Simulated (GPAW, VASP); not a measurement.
VASP ran on this input.

KPOINTS:
```
Automatic mesh
0
Gamma
13 13 13
0 0 0
```

### POSCAR
```
GaN
1
    0.0000000000     2.2600000000     2.2600000000
    2.2600000000     0.0000000000     2.2600000000
    2.2600000000     2.2600000000     0.0000000000
Ga N
1 1
Direct
  0.0000000000   0.0000000000   0.0000000000
  0.2500000000   0.2500000000   0.2500000000
```

**INCAR**
```
SYSTEM = GaN
PREC = Accurate
ENCUT = 400
EDIFF = 1E-6
NELM = 100
ALGO = Normal
LREAL = .FALSE.
LASPH = .TRUE.
ISMEAR = -1
SIGMA = 0.01
GGA = PE
LMAXMIX = 4
LWAVE = .FALSE.
LCHARG = .FALSE.
ISIF = 2
```

POTCAR, in this order: Ga_d N (PBE.64 set). Program: vasp_std.

Q: Translate it to GPAW.

A: One input that does it (PBE, GPAW PAW datasets PBE (gpaw-data 1.0.1)):
```
from ase import Atoms
from ase.units import GPa
from gpaw import GPAW, PW, FermiDirac

atoms = Atoms(['Ga', 'N'],
              cell=[[0.000000, 2.260000, 2.260000],
                    [2.260000, 0.000000, 2.260000],
                    [2.260000, 2.260000, 0.000000]],
              scaled_positions=[[0.000000, 0.000000, 0.000000],
                                [0.250000, 0.250000, 0.250000]],
              pbc=True)

calc = GPAW(mode=PW(950),
            xc='PBE',
            kpts=(13, 13, 13),
            occupations=FermiDirac(0.01),
            nbands=-8,
            convergence={'forces': 0.001, 'bands': -6},
            symmetry={'symmorphic': False, 'tolerance': 0.0005},
            maxiter=150)

atoms.calc = calc

energy = atoms.get_potential_energy()
print('Energy (eV):', round(energy, 6))
forces = atoms.get_forces()
print('Forces (eV/Ang):')
print(forces.round(5))
stress = atoms.get_stress()
print('Stress (GPa, Voigt):', (stress / GPa).round(4))
```
The two runs describe the same crystal, functional and task. Each code takes its own potentials, basis and convergence tests.

The structure is a typed GaN crystal (F-43m). The cell was not relaxed at this level, and it may have been scaled.
